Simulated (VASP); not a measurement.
Here is the system:

```
CELL_PARAMETERS angstrom
      5.75618     0.00000     0.00000
      0.01393     8.86737     0.00000
      2.40046     2.04049    10.00701
ATOMIC_POSITIONS crystal
  As 0.60730 0.64096 0.32460
  As 0.39270 0.35904 0.67540
  As 0.17984 0.82808 0.16640
  As 0.82016 0.17192 0.83360
  As 0.62378 0.32487 0.16991
  As 0.37622 0.67513 0.83009
  As 0.06652 0.13928 0.32857
  As 0.93348 0.86072 0.67143
  S  0.09644 0.07764 0.12666
  S  0.90356 0.92236 0.87334
  S  0.49365 0.87759 0.24625
  S  0.50635 0.12241 0.75375
  S  0.24557 0.37599 0.25363
  S  0.75443 0.62401 0.74637
  S  0.94009 0.72977 0.36815
  S  0.05991 0.27023 0.63185
  S  0.69791 0.22932 0.37154
  S  0.30209 0.77068 0.62846
  S  0.74496 0.57394 0.12483
  S  0.25504 0.42606 0.87517
```

Computed with PBEsol GGA, VASP's PBE PAW potentials (set 64) (plane waves; VASP). Settings: LREAL = Auto, 300 eV cut-off, 4×3×2 Γ-centred mesh, Gaussian smearing of 0.010 eV, potentials As S.

**Question.** Estimate the energy per atom (σ→0), pressure, largest force.

**Answer.** 
| Property | Value |
|---|---|
| energy per atom (σ→0) | -4.773 eV/atom |
| pressure | 1.48 GPa |
| largest force | 0.636 eV/Å |

Total energies compare only between runs with the same potentials, cut-off and functional.

The structure comes from a computed database's As2S3 entry; how it stands against other phases isn't given here. The cell was not relaxed at this level.
